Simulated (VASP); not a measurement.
Consider the following.

```
MnO2
1.0
    4.38044     0.00000     0.00000
    0.00000     4.38044     0.00000
    0.00000     0.00000     2.84360
Mn O
2 4
Direct
  0.00000   0.00000   0.00000
  0.50000   0.50000   0.50000
  0.30322   0.30322   0.00000
  0.80322   0.19678   0.50000
  0.19678   0.80322   0.50000
  0.69678   0.69678   0.00000
```
Starting moments (μB, in the order of the record's atoms Mn Mn O O O O): 2.4 -2.4 0.0 0.0 0.0 0.0.

Level of theory: vdW-DF-cx, VASP's PBE PAW potentials (set 64) (plane waves; VASP). Numerical set-up: 520 eV cut-off, Gaussian smearing of 0.050 eV, potentials Mn_pv O.

Q: What does the run give for the cell moment, band gap (along the path) with the smallest direct gap where there is one?

A: 
- band gap (along the path): none (metal, semimetal or under 0.01 eV)
- cell moment: 0.00 μB

Total energies compare only between runs with the same potentials, cut-off and functional.

The compound is MnO2 in the rutile structure. It was relaxed first.
